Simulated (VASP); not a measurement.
Given:

```yaml
crystal:
  lattice:
    - [0.00000, 2.19000, 2.19000]
    - [2.19000, 0.00000, 2.19000]
    - [2.19000, 2.19000, 0.00000]
  atoms:
    - { symbol: Al, position: [0.00000, 0.00000, 0.00000] }
    - { symbol: N, position: [0.25000, 0.25000, 0.25000] }
```
Cell charge +0.5.

Computed with PBE GGA, VASP's PBE PAW potentials (set 64) (plane waves; VASP 6.6.1). Settings: NELECT = 7.5, 520 eV cut-off, 9×9×9 Γ-centred mesh, Gaussian smearing of 0.050 eV, potentials Al N.

The cell is charged, with a uniform compensating background.

Question: Estimate the energy per atom (σ→0), pressure, band gap (on the k-mesh) with the smallest direct gap where there is one.

Answer: 
| Item | Value |
|---|---|
| band gap (on the k-mesh) | none (metal, semimetal or under 0.01 eV) |
| energy per atom (σ→0) | -8.771 eV/atom |
| pressure | -32.43 GPa |

The compound is AlN in the zinc blende structure, a metastable form; wurtzite is the usual one. The cell was not relaxed at this level. The run is one of a series of settings (NELECT = 7.5 against the base run), some of them coarse on purpose.
